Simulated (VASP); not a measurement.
Output of a VASP run:

### OUTCAR
```
 ion  position               nearest neighbor table
   1  0.000  0.000  0.000-
  LATTYP: Found a body centered cubic cell.
 ALAT       =     3.3025600000
 Subroutine PRICEL returns:
 Original cell was already a primitive cell.
 Subroutine GETGRP returns: Found 48 space group operations
The static configuration has the point symmetry O_h .
The dynamic configuration has the point symmetry O_h .
 Subroutine INISYM returns: Found 48 space group operations
 Subroutine IBZKPT returns following result:
 Found    104 irreducible k-points:

 Following reciprocal coordinates:
            Coordinates               Weight
  0.000000  0.000000  0.000000      1.000000
  0.071429  0.000000  0.000000     12.000000
  0.142857  0.000000  0.000000     12.000000
  0.214286  0.000000  0.000000     12.000000
  0.285714  0.000000  0.000000     12.000000
  0.357143  0.000000  0.000000     12.000000
  0.428571  0.000000  0.000000     12.000000
  0.500000  0.000000  0.000000      6.000000
  0.071429  0.071429  0.000000     24.000000
  0.142857  0.071429  0.000000     48.000000
  0.214286  0.071429  0.000000     48.000000
  0.285714  0.071429  0.000000     48.000000
  0.357143  0.071429  0.000000     48.000000
  0.428571  0.071429  0.000000     48.000000
  0.142857  0.142857  0.000000     24.000000
  0.214286  0.142857 -0.000000     48.000000
  0.285714  0.142857  0.000000     48.000000
  0.357143  0.142857  0.000000     48.000000
  0.428571  0.142857  0.000000     24.000000
  0.214286  0.214286  0.000000     24.000000
  0.285714  0.214286  0.000000     48.000000
  0.357143  0.214286 -0.000000     48.000000
  0.285714  0.285714  0.000000     24.000000
  0.357143  0.285714  0.000000     24.000000
  0.071429  0.071429  0.071429      8.000000
  0.142857  0.071429  0.071429     24.000000
  0.214286  0.071429  0.071429     24.000000
  0.285714  0.071429  0.071429     24.000000
  0.357143  0.071429  0.071429     24.000000
  0.428571  0.071429  0.071429     12.000000
 -0.071429  0.071429  0.071429      6.000000
  0.142857  0.142857  0.071429     24.000000
  0.214286  0.142857  0.071429     48.000000
  0.285714  0.142857  0.071429     48.000000
  0.357143  0.142857  0.071429     48.000000
 -0.142857  0.142857  0.071429     24.000000
  0.214286  0.214286  0.071429     24.000000
  0.285714  0.214286  0.071429     48.000000
  0.357143  0.214286  0.071429     24.000000
 -0.214286  0.214286  0.071429     24.000000
   k-points           NKPTS =    104   k-points in BZ     NKDIM =    104   number of bands    NBANDS=      9
   number of dos      NEDOS =    301   number of ions     NIONS =      1
   total plane-waves  NPLWV =   8000
   dimension x,y,z NGX =    20 NGY =   20 NGZ =   20
   dimension x,y,z NGXF=    40 NGYF=   40 NGZF=   40
   ions per type =               1
   PREC   = accura    normal or accurate (medium, high low for compatibility)
   ISTART =      0    job   : 0-new  1-cont  2-samecut
   ICHARG =      2    charge: 1-file 2-atom 10-const
   ISPIN  =      1    spin polarized calculation?
   LNONCOLLINEAR =      F non collinear calculations
   LSORBIT =      F    spin-orbit coupling
   INIWAV =      1    electr: 0-lowe 1-rand  2-diag
   ENCUT  =  400.0 eV  29.40 Ry    5.42 a.u.   4.66  4.66  4.66*2*pi/ulx,y,z
   NELM   =    100;   NELMIN=  2; NELMDL= -5     # of ELM steps
   EDIFF  = 0.1E-05   stopping-criterion for ELM
   LREAL  =      F    real-space projection
   NLSPLINE    = F    spline interpolate recip. space projectors
   LMAXMIX     =    6 max onsite mixed and CHGCAR
   VOSKOWN=      0    Vosko Wilk Nusair interpolation
   EDIFFG = -.1E-01   stopping-criterion for IOM
   NSW    =     60    number of steps for IOM
   NBLOCK =      1;   KBLOCK =     60    inner block; outer block
   IBRION =      2    ionic relax: 0-MD 1-quasi-New 2-CG
   NFREE  =      1    steps in history (QN), initial steepest desc. (CG)
...
```

### OSZICAR
```
       N       E                     dE             d eps       ncg     rms          rms(c)
DAV:   1     0.367795189284E+02    0.36780E+02   -0.59235E+03  1872   0.972E+02
DAV:   2    -0.124817221659E+02   -0.49261E+02   -0.48409E+02  2335   0.218E+02
DAV:   3    -0.130596596688E+02   -0.57794E+00   -0.57260E+00  2179   0.247E+01
DAV:   4    -0.130625709015E+02   -0.29112E-02   -0.29074E-02  2099   0.151E+00
DAV:   5    -0.130625885372E+02   -0.17636E-04   -0.17635E-04  2136   0.102E-01    0.139E+01
DAV:   6    -0.126735205167E+02    0.38907E+00   -0.43551E-01  1939   0.784E+00    0.671E+00
DAV:   7    -0.125558423654E+02    0.11768E+00   -0.33140E-01  1957   0.646E+00    0.383E-01
DAV:   8    -0.125538429156E+02    0.19994E-02   -0.20528E-03  2088   0.504E-01    0.881E-02
DAV:   9    -0.125538020255E+02    0.40890E-04   -0.14402E-04  2054   0.161E-01    0.308E-02
DAV:  10    -0.125537997098E+02    0.23157E-05   -0.28246E-06  1916   0.262E-02    0.137E-02
DAV:  11    -0.125538005075E+02   -0.79763E-06   -0.85360E-08   971   0.326E-03
   1 F= -.12553801E+02 E0= -.12553925E+02  d E =-.125538E+02
       N       E                     dE             d eps       ncg     rms          rms(c)
DAV:   1    -0.127577055800E+02   -0.20391E+00   -0.72599E+00  1903   0.389E+01    0.445E+00
DAV:   2    -0.125777096844E+02    0.18000E+00   -0.23605E-01  1901   0.644E+00    0.151E+00
DAV:   3    -0.125347052554E+02    0.43004E-01   -0.13574E-01  1926   0.467E+00    0.613E-01
DAV:   4    -0.125353939927E+02   -0.68874E-03   -0.16890E-03  2171   0.450E-01    0.686E-02
DAV:   5    -0.125353570850E+02    0.36908E-04   -0.22134E-04  1955   0.186E-01    0.324E-02
DAV:   6    -0.125353607552E+02   -0.36702E-05   -0.13407E-06  1918   0.153E-02    0.361E-03
DAV:   7    -0.125353604282E+02    0.32705E-06   -0.21517E-08   975   0.168E-03
   2 F= -.12535360E+02 E0= -.12535404E+02  d E =0.184401E-01
       N       E                     dE             d eps       ncg     rms          rms(c)
DAV:   1    -0.126706900284E+02   -0.13533E+00   -0.38668E+00  1902   0.293E+01    0.311E+00
DAV:   2    -0.125778223961E+02    0.92868E-01   -0.12959E-01  1906   0.453E+00    0.107E+00
DAV:   3    -0.125570467734E+02    0.20776E-01   -0.67071E-02  1937   0.317E+00    0.378E-01
DAV:   4    -0.125573445978E+02   -0.29782E-03   -0.85256E-04  2146   0.320E-01    0.370E-02
DAV:   5    -0.125573448989E+02   -0.30112E-06   -0.54345E-05  1962   0.866E-02    0.224E-02
DAV:   6    -0.125573437864E+02    0.11125E-05   -0.11282E-06  1626   0.128E-02    0.160E-03
DAV:   7    -0.125573440211E+02   -0.23475E-06   -0.32478E-08   956   0.205E-03
   3 F= -.12557344E+02 E0= -.12557476E+02  d E =-.354351E-02
```

File OUTCAR:
```
------------------------ aborting loop because EDIFF is reached ----------------------------------------
  FORCE on cell =-STRESS in cart. coord.  units (eV):
  Direction    XX          YY          ZZ          XY          YZ          ZX
  --------------------------------------------------------------------------------------
  Total       -0.0057737     -0.0057737     -0.0057737      0.0000000      0.0000000     -0.0000000
  in kB       -0.5224254     -0.5224254     -0.5224254      0.0000000      0.0000000     -0.0000000
  external PRESSURE =      -0.5224254 kB  Pullay stress =       0.0000000 kB
  volume of cell :       17.71
      direct lattice vectors                 reciprocal lattice vectors
    -1.641950265  1.641950265  1.641950265     0.000000000  0.304515923  0.304515923
     1.641950265 -1.641950265  1.641950265     0.304515923  0.000000000  0.304515923
     1.641950265  1.641950265 -1.641950265     0.304515923  0.304515923  0.000000000
 POSITION                                       TOTAL-FORCE (eV/Angst)
 -----------------------------------------------------------------------------------
      0.00000      0.00000     -0.00000         0.000000      0.000000     -0.000000
 -----------------------------------------------------------------------------------
    total drift:                                0.000000     -0.000000      0.000000
  FREE ENERGIE OF THE ION-ELECTRON SYSTEM (eV)
  ---------------------------------------------------
  free  energy   TOTEN  =       -12.5573440211 eV

  energy  without entropy=      -12.5577385142  energy(sigma->0) =      -12.55747552

 reached required accuracy - stopping structural energy minimisation
```
(Selected blocks of OUTCAR.)

File POSCAR:
```
Ta
1
   -1.6512800000     1.6512800000     1.6512800000
    1.6512800000    -1.6512800000     1.6512800000
    1.6512800000     1.6512800000    -1.6512800000
Ta
1
Direct
  0.0000000000   0.0000000000   0.0000000000
```

Problem. Write an INCAR and KPOINTS that could have produced this output.

Solution. One answer among several that fit: the input of the run itself, PBEsol GGA, plane waves, VASP's PBE PAW potentials (set 64).

**INCAR**
```
ALGO  =  Normal
EDIFF  =  1E-6
EDIFFG  =  -0.01
ENCUT  =  400
GGA  =  PS
IBRION  =  2
ISIF  =  3
ISMEAR  =  1
LASPH  =  T
LCHARG  =  F
LMAXMIX  =  6
LREAL  =  F
LWAVE  =  F
NELM  =  100
NSW  =  60
PREC  =  Accurate
SIGMA  =  0.1
SYSTEM  =  Ta
```

### KPOINTS
```
Regular mesh
0
G
  14 14 14
0 0 0
```

POTCAR, in this order: Ta_pv (PBE.64 set). Program: vasp_std.

The structure comes from a measured Ta entry (Im-3m) of the Crystallography Open Database, whose conditions weren't checked. This run relaxes it. Symmetry was kept, so distortions that lower it aren't found.
